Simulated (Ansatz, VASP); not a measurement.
# Cross-check of Be2Al between VASP and Ansatz, part 3 of 3

Wanted: the spread between two codes on one cell, functional and k mesh. The cell is generated by rule, not measured, and may not be a known phase. The cell is taken from a series of runs on this material, whose earlier steps may have relaxed, scaled, displaced or heated it; both programs get it as it stands.

VASP 6.6.1 and Ansatz 0.2.0.

So far: Set-up; Ansatz: zone-centre phonons, PBEsol; VASP: zone-centre phonons, PBEsol.

### Step 3. VASP: zone-centre phonons, PBEsol (continued)

Level of this step: PBEsol; plane waves and PAW (Be, Al); invented cell (VASP).

Numbers of over 12 decimals in the logs are rounded to 6 here.

Parts of OUTCAR (step 3):

```text
ion  position               nearest neighbor table
   1  0.500  0.250  0.120-   4 2.14   4 2.14   3 2.16   3 2.16   6 2.40   5 2.47   5 2.47   6 2.50

  LATTYP: Found a simple orthorhombic cell.
 ALAT       =     3.7368612022
 B/A-ratio  =     1.1578749026
 C/A-ratio  =     1.1764393581

 Subroutine GETGRP returns: Found  8 space group operations
 (whereof  4 operations were pure point group operations)

The static configuration has the point symmetry C_2v.
 The point group associated with its full space group is D_2h.

 Found    125 irreducible k-points:

   k-points           NKPTS =    125   k-points in BZ     NKDIM =    125   number of bands    NBANDS=     13

   dimension x,y,z NGX =    30 NGY =   36 NGZ =   36
   dimension x,y,z NGXF=    60 NGYF=   72 NGZF=   72

   ENCUT  =  600.0 eV  44.10 Ry    6.64 a.u.   7.46  8.64  8.78*2*pi/ulx,y,z

   NELECT =      14.0000    total number of electrons

 k-points in reciprocal lattice and weights: Automatic mesh
   0.00000000  0.00000000  0.00000000       0.002
   0.12500000  0.00000000  0.00000000       0.004
   0.25000000  0.00000000  0.00000000       0.004
   0.37500000  0.00000000  0.00000000       0.004
   0.50000000  0.00000000  0.00000000       0.002
   0.00000000  0.12500000  0.00000000       0.004
   0.12500000  0.12500000  0.00000000       0.008
   0.25000000  0.12500000  0.00000000       0.008
   0.37500000  0.12500000  0.00000000       0.008
[...]
-----------------------------------------------------------------------------------
    total drift:                               -0.000000      0.000000      0.000000

 Eigenvectors and eigenvalues of the dynamical matrix
 ----------------------------------------------------

   1 f  =   19.578969 THz   123.018289 2PiTHz  653.084100 cm-1    80.972072 meV
             X         Y         Z           dx          dy          dz
      1.868431  1.081911  0.526115    -0.000000   -0.498215   -0.032653
      0.000000  3.245320  3.870076     0.000000    0.498215   -0.032653
      1.868431  3.244907  0.526115    -0.000000    0.498215   -0.032653
      0.000000  1.081498  3.870076     0.000000   -0.498215   -0.032653
      0.000000  2.163409  1.725356     0.000000    0.000000    0.037824
      1.868431  0.000000  2.670835    -0.000000    0.000000    0.037824

   2 f  =   19.343889 THz   121.541238 2PiTHz  645.242675 cm-1    79.999860 meV
             X         Y         Z           dx          dy          dz
      1.868431  1.081911  0.526115    -0.000000   -0.499054   -0.020159
      0.000000  3.245320  3.870076     0.000000   -0.499054    0.020159
      1.868431  3.244907  0.526115    -0.000000    0.499054   -0.020159
      0.000000  1.081498  3.870076     0.000000    0.499054    0.020159
      0.000000  2.163409  1.725356     0.000000   -0.000000    0.032820
      1.868431  0.000000  2.670835    -0.000000   -0.000000   -0.032820

   3 f  =   19.326647 THz   121.432906 2PiTHz  644.667558 cm-1    79.928554 meV
             X         Y         Z           dx          dy          dz
      1.868431  1.081911  0.526115    -0.493924    0.000000   -0.000000
      0.000000  3.245320  3.870076     0.493924    0.000000   -0.000000
      1.868431  3.244907  0.526115    -0.493924   -0.000000    0.000000
      0.000000  1.081498  3.870076     0.493924   -0.000000   -0.000000
      0.000000  2.163409  1.725356     0.109898   -0.000000   -0.000000
      1.868431  0.000000  2.670835    -0.109898   -0.000000    0.000000

   4 f  =   18.585313 THz   116.774964 2PiTHz  619.939305 cm-1    76.862643 meV
             X         Y         Z           dx          dy          dz
      1.868431  1.081911  0.526115     0.500000   -0.000000    0.000000
      0.000000  3.245320  3.870076     0.500000   -0.000000   -0.000000
      1.868431  3.244907  0.526115    -0.500000   -0.000000   -0.000000
      0.000000  1.081498  3.870076    -0.500000   -0.000000    0.000000
      0.000000  2.163409  1.725356     0.000000    0.000000   -0.000000
      1.868431  0.000000  2.670835    -0.000000   -0.000000   -0.000000

   5 f  =   16.029634 THz   100.717161 2PiTHz  534.691037 cm-1    66.293210 meV
             X         Y         Z           dx          dy          dz
      1.868431  1.081911  0.526115    -0.000000    0.011960   -0.475065
      0.000000  3.245320  3.870076     0.000000    0.011960    0.475065
      1.868431  3.244907  0.526115    -0.000000   -0.011960   -0.475065
      0.000000  1.081498  3.870076     0.000000   -0.011960    0.475065
      0.000000  2.163409  1.725356     0.000000   -0.000000   -0.219867
      1.868431  0.000000  2.670835     0.000000    0.000000    0.219867

   6 f  =   15.517834 THz    97.501424 2PiTHz  517.619210 cm-1    64.176574 meV
             X         Y         Z           dx          dy          dz
      1.868431  1.081911  0.526115     0.000000   -0.040024   -0.490616
      0.000000  3.245320  3.870076    -0.000000    0.040024   -0.490616
      1.868431  3.244907  0.526115     0.000000   -0.040024    0.490616
      0.000000  1.081498  3.870076     0.000000    0.040024    0.490616
      0.000000  2.163409  1.725356    -0.000000    0.124047   -0.000000
      1.868431  0.000000  2.670835    -0.000000   -0.124047    0.000000

   7 f  =   14.612957 THz    91.815919 2PiTHz  487.435789 cm-1    60.434308 meV
             X         Y         Z           dx          dy          dz
      1.868431  1.081911  0.526115     0.000000    0.042208   -0.385964
      0.000000  3.245320  3.870076     0.000000   -0.042208   -0.385964
      1.868431  3.244907  0.526115     0.000000   -0.042208   -0.385964
      0.000000  1.081498  3.870076     0.000000    0.042208   -0.385964
      0.000000  2.163409  1.725356    -0.000000    0.000000    0.445535
      1.868431  0.000000  2.670835    -0.000000    0.000000    0.445535

   8 f  =   10.219141 THz    64.208755 2PiTHz  340.873843 cm-1    42.262951 meV
             X         Y         Z           dx          dy          dz
      1.868431  1.081911  0.526115    -0.387174    0.000000    0.000000
      0.000000  3.245320  3.870076    -0.387174    0.000000   -0.000000
      1.868431  3.244907  0.526115    -0.387174    0.000000   -0.000000
      0.000000  1.081498  3.870076    -0.387174    0.000000    0.000000
      0.000000  2.163409  1.725356     0.447429   -0.000000    0.000000
      1.868431  0.000000  2.670835     0.447429   -0.000000    0.000000

   9 f  =    9.779231 THz    61.444722 2PiTHz  326.200043 cm-1    40.443633 meV
             X         Y         Z           dx          dy          dz
      1.868431  1.081911  0.526115    -0.000000   -0.030323   -0.498461
      0.000000  3.245320  3.870076    -0.000000   -0.030323    0.498461
      1.868431  3.244907  0.526115    -0.000000   -0.030323    0.498461
      0.000000  1.081498  3.870076    -0.000000   -0.030323   -0.498461
      0.000000  2.163409  1.725356     0.000000    0.035143    0.000000
      1.868431  0.000000  2.670835     0.000000    0.035143   -0.000000

  10 f  =    9.007497 THz    56.595775 2PiTHz  300.457773 cm-1    37.251999 meV
             X         Y         Z           dx          dy          dz
      1.868431  1.081911  0.526115     0.000000    0.385949   -0.039204
      0.000000  3.245320  3.870076     0.000000    0.385949    0.039204
      1.868431  3.244907  0.526115     0.000000    0.385949    0.039204
      0.000000  1.081498  3.870076     0.000000    0.385949   -0.039204
      0.000000  2.163409  1.725356    -0.000000   -0.446109   -0.000000
      1.868431  0.000000  2.670835    -0.000000   -0.446109    0.000000

  11 f  =    8.706496 THz    54.704528 2PiTHz  290.417446 cm-1    36.007158 meV
             X         Y         Z           dx          dy          dz
      1.868431  1.081911  0.526115    -0.000000   -0.028318    0.154620
      0.000000  3.245320  3.870076    -0.000000   -0.028318   -0.154620
      1.868431  3.244907  0.526115     0.000000    0.028318    0.154620
      0.000000  1.081498  3.870076    -0.000000    0.028318   -0.154620
      0.000000  2.163409  1.725356     0.000000    0.000000   -0.671254
      1.868431  0.000000  2.670835    -0.000000    0.000000    0.671254

  12 f  =    7.284375 THz    45.769077 2PiTHz  242.980592 cm-1    30.125740 meV
             X         Y         Z           dx          dy          dz
      1.868431  1.081911  0.526115    -0.000000    0.040153    0.084537
      0.000000  3.245320  3.870076    -0.000000   -0.040153    0.084537
      1.868431  3.244907  0.526115    -0.000000    0.040153   -0.084537
      0.000000  1.081498  3.870076     0.000000   -0.040153   -0.084537
      0.000000  2.163409  1.725356    -0.000000    0.694610    0.000000
      1.868431  0.000000  2.670835     0.000000   -0.694610    0.000000

  13 f  =    6.061200 THz    38.083646 2PiTHz  202.179884 cm-1    25.067100 meV
             X         Y         Z           dx          dy          dz
      1.868431  1.081911  0.526115     0.500000    0.000000    0.000000
      0.000000  3.245320  3.870076    -0.500000   -0.000000    0.000000
      1.868431  3.244907  0.526115    -0.500000    0.000000    0.000000
      0.000000  1.081498  3.870076     0.500000   -0.000000    0.000000
      0.000000  2.163409  1.725356    -0.000000   -0.000000    0.000000
      1.868431  0.000000  2.670835     0.000000    0.000000    0.000000
    [... 43 further lines ...]
      0.000000  2.163409  1.725356    -0.000000    0.046150    0.000000
      1.868431  0.000000  2.670835    -0.000000   -0.046150   -0.000000

 ELASTIC MODULI CONTR FROM IONIC RELAXATION (kBar)
 Direction    XX          YY          ZZ          XY          YZ          ZX
 --------------------------------------------------------------------------------
 XX         -27.9774    -21.4889     16.8696     -0.0000     -0.0000     -0.0000
 YY         -21.4889    -54.8319    -21.0530     -0.0000     -0.0000      0.0000
 ZZ          16.8696    -21.0530    -43.5209     -0.0000      0.0000      0.0000
 XY          -0.0000     -0.0000     -0.0000    -85.3788      0.0000     -0.0000
 YZ          -0.0000     -0.0000      0.0000      0.0000    -24.0330      0.0000
 ZX          -0.0000      0.0000      0.0000     -0.0000      0.0000   -375.7266
 --------------------------------------------------------------------------------
```

### Step 4. Side by side

Known differences besides the potentials themselves: the cutoff is 420 eV in Ansatz and 600 eV in VASP; Ansatz makes its cores anew for this functional, VASP keeps those of its PBE data sets. Total energies have different zeros and are not compared.

Both answers:

| quantity | Ansatz | VASP | difference |
| --- | --- | --- | --- |
| optical mode 1 (imaginary, printed as negative) (cm⁻¹) | -277.9 | -274.7 | -3.1 |
| optical mode 2 (cm⁻¹) | 197.9 | 199.1 | -0.61 % |
| optical mode 3 (cm⁻¹) | 201.7 | 202.2 | -0.26 % |
| optical mode 4 (cm⁻¹) | 242.3 | 243.0 | -0.26 % |
| optical mode 5 (cm⁻¹) | 289.4 | 290.4 | -0.34 % |
| optical mode 6 (cm⁻¹) | 299.9 | 300.5 | -0.18 % |
| optical mode 7 (cm⁻¹) | 324.9 | 326.2 | -0.39 % |
| optical mode 8 (cm⁻¹) | 339.6 | 340.9 | -0.38 % |
| optical mode 9 (cm⁻¹) | 483.3 | 487.4 | -0.86 % |
| optical mode 10 (cm⁻¹) | 516.4 | 517.6 | -0.23 % |
| optical mode 11 (cm⁻¹) | 532.4 | 534.7 | -0.43 % |
| optical mode 12 (cm⁻¹) | 617.6 | 619.9 | -0.38 % |
| optical mode 13 (cm⁻¹) | 641.2 | 644.7 | -0.54 % |
| optical mode 14 (cm⁻¹) | 642.5 | 645.2 | -0.42 % |
| optical mode 15 (cm⁻¹) | 649.0 | 653.1 | -0.63 % |

Modes are paired by rising frequency, not by their patterns, so a pair may set unlike modes beside each other; they are those without the splitting of longitudinal modes.

### Step 5. Outcome

| Quantity | Value |
| --- | --- |
| r.m.s. difference of the optical zone-centre modes, each program's sorted by frequency (zone-centre phonons, PBEsol) | 2.3 cm⁻¹ |
| difference in optical mode 9 (zone-centre phonons, PBEsol) | -0.9 % |

In words: The r.m.s. difference of the optical zone-centre modes, each program's sorted by frequency is 2.3 cm⁻¹ (zone-centre phonons, PBEsol). Among the rows given in per cent, the largest difference of the zone-centre phonons, PBEsol pair is in optical mode 9, -0.9 %. Such differences can come from data sets, numerical settings and the points named under the comparisons, not from the functional's error against experiment.

[Lines on the potential files, build, host, timing and source positions are cut from VASP's logs without a mark.]

[Logs are printed without paths, hosts, clocks, repeated set-up lines and the standing remarks that a program may print on its own settings, such as how far it seeks lower states.]

[Hosts, paths, dates, database ids (printed as entryN), source tags and the programs' standing remarks are cut or masked in the printed files.]
